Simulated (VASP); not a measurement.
The input files of a VASP run:

INCAR:
```
ALGO  =  Normal
EDIFF  =  1E-7
ENCUT  =  600
ISIF  =  2
ISMEAR  =  1
LASPH  =  .True.
LCHARG  =  .False.
LMAXMIX  =  4
LMIXTAU  =  .True.
LREAL  =  .False.
LWAVE  =  .False.
METAGGA  =  R2SCAN
NELM  =  100
PREC  =  Accurate
SIGMA  =  0.1
SYSTEM  =  TiC
```

KPOINTS:
```
Automatic
0
G
14 14 14
```

POSCAR:
```
TiC
3.0635820
  0.0000000000   0.7071068242   0.7071068242
  0.7071068242   0.0000000000   0.7071068242
  0.7071068242   0.7071068242   0.0000000000
Ti C
1 1
Cart
  0.0326415287   0.0000000000   0.0000000000
  0.7071068242   0.7071068242   0.7071068242
```

POTCAR, in this order: Ti_sv C (PBE.64 set). Program: vasp_std.

Write an equivalent input for Ansatz.

One equivalent input (not run):
Ansatz 0.2 input:
```yaml
crystal:
  lattice:
    - [0.0000000, 2.1662797, 2.1662797]
    - [2.1662797, 0.0000000, 2.1662797]
    - [2.1662797, 2.1662797, 0.0000000]
  atoms:
    - { symbol: Ti, position: [-0.0230810, 0.0230810, 0.0230810] }
    - { symbol: C, position: [0.5000000, 0.5000000, 0.5000000] }
kpoints:
  mp_grid: { grid: [14, 14, 14] }
hamiltonian:
  xc: r2scan
  pseudopotentials: { kind: paw }
scf:
  occupations: { method: methfessel_paxton, width: 0.1 }
  max_iter: 100
output: { forces: true, stress: true, eigenvalues: true }
```
Limits of the translation: each code has its own PAW files, so the cut-off isn't converted (ENCUT is set for VASP's; basis.ecutwfc is left out, and Ansatz then takes the one that its files recommend); Ansatz stops its SCF on the density residual and VASP on the energy change (EDIFF).

The compound is TiC in the rock salt structure. This cell was strained or had an atom moved on purpose.
